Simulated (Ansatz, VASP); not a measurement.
# Zn40Se11S29: VASP beside Ansatz, part 2 of 2

Aim: how closely do two programs agree when they are given the same cell, functional and k mesh? The cell is taken from a series of runs on this material, whose earlier steps may have relaxed, scaled, displaced or heated it; both programs get it as it stands.

VASP 6.6.1 and Ansatz 0.2.0.

So far: Starting point; Ansatz: single point, LDA.

## Step 3: VASP: single point, LDA

Level of this step: LDA; plane waves and PAW (Zn, S, Se) (VASP).

The same cell, functional (in two slightly different forms), mesh and smearing now go to VASP, with its own data sets.

Lines of VASP's logs that name or quote its potential files are left out, and so is its time.

The input, INCAR:

```
SYSTEM = Zn40Se11S29
PREC = Accurate
ENCUT = 500
EDIFF = 1E-06
NELM = 120
ISMEAR = 0
SIGMA = 0.05
LREAL = Auto
ALGO = Normal
GGA = CA
NBANDS = 424
LORBIT = 11
LWAVE = .FALSE.
LCHARG = .FALSE.
ISIF = 2
LASPH = .TRUE.
GGA_COMPAT = .FALSE.
EFERMI = MIDGAP
NCORE = 2
```

The input, POSCAR:

```
Zn40Se11S29
1.0
   11.8432000000      0.0000000000      0.0000000000
    0.0000000000     11.8432000000      0.0000000000
    0.0000000000      0.0000000000     11.8432000000
Zn S Se
40 29 11
Direct
    0.4546300000      0.4975500000      0.1639000000
    0.4730400000      0.0132800000      0.1532300000
    0.3812600000      0.7505700000      0.3645900000
    0.1640600000      0.5094600000      0.2488400000
    0.9636800000      0.4939000000      0.6609300000
    0.1729000000      0.9976900000      0.2701700000
    0.6607600000      0.2461900000      0.2565200000
    0.5614000000      0.7440300000      0.9555500000
    0.5460400000      0.2470700000      0.9482800000
    0.4495800000      0.2616500000      0.6499700000
    0.3569600000      0.5024500000      0.8351700000
    0.5714100000      0.0074100000      0.4570400000
    0.2590100000      0.4943400000      0.5474200000
    0.5712900000      0.4988800000      0.4604900000
    0.0652000000      0.4987800000      0.9678500000
    0.7826100000      0.0187400000      0.0709100000
    0.2490300000      0.7556500000      0.0359800000
    0.9680400000      0.2495800000      0.1729700000
    0.1557100000      0.2465400000      0.7503400000
    0.8725000000      0.0027700000      0.3588900000
    0.2626500000      0.2491800000      0.0473900000
    0.0636600000      0.2614900000      0.4646500000
    0.7704100000      0.7389300000      0.5373600000
    0.6620400000      0.4874000000      0.7608700000
    0.1838200000      0.7607500000      0.7451500000
    0.8536600000      0.7483500000      0.8484700000
    0.0800400000      0.0144300000      0.9512000000
    0.8684000000      0.2505100000      0.8550800000
    0.8595700000      0.4912500000      0.3617600000
    0.2724200000      0.0037300000      0.5347900000
    0.9741600000      0.0030200000      0.6619900000
    0.7504100000      0.5031600000      0.0688700000
    0.6676600000      0.7473700000      0.2590900000
    0.7629600000      0.2475800000      0.5641600000
    0.9579300000      0.7490700000      0.1605500000
    0.3678500000      0.2535600000      0.3530700000
    0.0620200000      0.7366000000      0.4380400000
    0.6510900000      0.9930000000      0.7745900000
    0.3576700000      0.0020300000      0.8468600000
    0.4826000000      0.7485100000      0.6555800000
    0.2090800000      0.8747000000      0.8953200000
    0.2161700000      0.3764400000      0.9029800000
    0.5215400000      0.6243000000      0.3081100000
    0.7182600000      0.8728200000      0.4040200000
    0.7153600000      0.3699100000      0.4037600000
    0.8145000000      0.6201800000      0.2114700000
    0.5091600000      0.3794700000      0.8059400000
    0.4039700000      0.1199900000      0.9962600000
    0.6179200000      0.6115300000      0.6092200000
    0.3148300000      0.6217400000      0.6866600000
    0.0151700000      0.1292500000      0.8121300000
    0.5149200000      0.1275300000      0.3120400000
    0.2157000000      0.6271900000      0.4049800000
    0.8174000000      0.1374000000      0.2303600000
    0.1108200000      0.6252600000      0.1063800000
    0.0137900000      0.8755300000      0.3108500000
    0.8113900000      0.3802400000      0.7073100000
    0.4102000000      0.3707500000      0.4988500000
    0.9135200000      0.6217900000      0.5079500000
    0.1237800000      0.1211600000      0.1179400000
    0.9186200000      0.1318300000      0.5200500000
    0.3018000000      0.1268200000      0.6954900000
    0.4301200000      0.8817800000      0.5059000000
    0.3106800000      0.3806600000      0.2066900000
    0.7109300000      0.6188600000      0.9043500000
    0.1190600000      0.3808800000      0.6118100000
    0.2141000000      0.1338500000      0.4090400000
    0.5029900000      0.8726400000      0.8065200000
    0.0213500000      0.3720800000      0.3125400000
    0.4022200000      0.6174000000      0.0062600000
    0.8082000000      0.8760300000      0.6919500000
    0.9131400000      0.3671400000      0.0214600000
    0.0140700000      0.6274500000      0.8045300000
    0.5970600000      0.3755400000      0.1025400000
    0.6003500000      0.1292800000      0.6193700000
    0.9284100000      0.8667100000      0.0040100000
    0.7074000000      0.1245500000      0.9101600000
    0.6190600000      0.8661200000      0.1014100000
    0.3187300000      0.8801100000      0.2085000000
    0.1234300000      0.8796100000      0.5936100000
```

The input, KPOINTS:

```
Automatic mesh
0
Gamma
1 1 1
0 0 0
```

The projector-augmented-wave data sets are Zn, S and Se (LDA family, release 64).

Launch:

```console
$ mpirun -np 8 vasp_gam
```

Numbers of over 12 decimals in the logs are rounded to 6 here.

Output:

```text
[banner, memory and clock lines left out]
running    8 mpi-ranks, on    1 nodes
[...]
LDA part: xc-table for (Slater(with rela. corr.)+CA(PZ))
 , standard interpolation
 POSCAR, INCAR and KPOINTS ok, starting setup
[...]
entering main loop
       N       E                     dE             d eps       ncg     rms          rms(c)
DAV:   1     0.972952504619E+04    0.97295E+04   -0.32723E+05   848   0.223E+03
DAV:   2     0.206150050197E+04   -0.76680E+04   -0.74815E+04   848   0.608E+02
DAV:   3    -0.309551306644E+02   -0.20925E+04   -0.19699E+04   912   0.240E+02
DAV:   4    -0.316311923211E+03   -0.28536E+03   -0.28068E+03   960   0.888E+01
[...]
DAV:  21    -0.311814314506E+03    0.84967E-05   -0.17612E-05  1112   0.430E-02    0.169E-02
DAV:  22    -0.311814313598E+03    0.90782E-06   -0.12276E-05   920   0.243E-02    0.719E-03
DAV:  23    -0.311814314115E+03   -0.51719E-06   -0.62212E-06   752   0.525E-03
   1 F= -.31181431E+03 E0= -.31181431E+03  d E =-.209808E-71
```

From OUTCAR (step 3):

```text
  FREE ENERGIE OF THE ION-ELECTRON SYSTEM (eV)
  ---------------------------------------------------
  free  energy   TOTEN  =      -311.8143141155 eV

  energy  without entropy=     -311.8143141155  energy(sigma->0) =     -311.81431412
```

The run ends at a pressure of -4.65 GPa, with forces up to 1.4 eV/Å.

## Step 4: Side by side

Known differences besides the potentials themselves: the two LDA forms differ slightly; the data sets hold 830 valence electrons in Ansatz (on its default PAW (the set named soft_2) files) and 720 in VASP; the cutoff is 420 eV in Ansatz and 500 eV in VASP (PREC = Accurate, projectors in real space); VASP's log shows a relativistic correction to its local exchange, Ansatz's none. Total energies have different zeros and are not compared.

Both answers:

| quantity | Ansatz | VASP | difference |
| --- | --- | --- | --- |
| pressure (GPa) | -4.87 | -4.65 | -0.22 |
| gap on the k mesh (eV) | 1.244 | 1.273 | -0.029 |

Forces on 9 of the 80 atoms, those with the largest forces and the largest differences (eV/Å; atoms numbered as in POSCAR):

| atom | Ansatz x, y, z | VASP x, y, z |
| --- | --- | --- |
| Zn6 | -0.477, 0.365, -0.087 | -0.494, 0.375, -0.080 |
| Zn17 | 0.377, -0.367, 0.958 | 0.377, -0.364, 0.970 |
| Zn25 | -0.472, -0.810, -0.268 | -0.474, -0.826, -0.265 |
| S54 | 0.201, -0.746, -0.889 | 0.201, -0.745, -0.891 |
| S59 | 0.537, -0.678, -0.536 | 0.542, -0.687, -0.535 |
| Se74 | 0.747, -0.685, 0.255 | 0.755, -0.700, 0.251 |
| Se76 | -0.617, 1.191, -0.135 | -0.616, 1.206, -0.146 |
| Se78 | 0.247, 1.162, 0.410 | 0.256, 1.183, 0.409 |
| Se79 | 0.257, -0.607, -0.335 | 0.269, -0.625, -0.346 |

The forces differ by 6.4 meV/Å r.m.s., which is 1.6 % of the r.m.s. force of 0.392 eV/Å (both taken over all components). A gap on the mesh is an upper bound, since the band edges may lie between its points.

## Step 5: Results

```json
{"r.m.s. force difference (single point, LDA)": "1.6 % of the r.m.s. force"}
```

In words: The r.m.s. force difference is 1.6 % of the r.m.s. force (single point, LDA), within the 3 % picked in this series as the mark of a large difference. The data sets hold unlike numbers of valence electrons (830 in Ansatz and 720 in VASP), so part of the differences comes from the potentials. How closely two codes agree says nothing of how well the functional describes the real material.

[Lines on the potential files, build, host, timing and source positions are cut from VASP's logs without a mark.]

[Logs are printed without paths, hosts, clocks, repeated set-up lines and the standing remarks that a program may print on its own settings, such as how far it seeks lower states.]

[Hosts, paths, dates, database ids (printed as entryN), source tags and the programs' standing remarks are cut or masked in the printed files.]
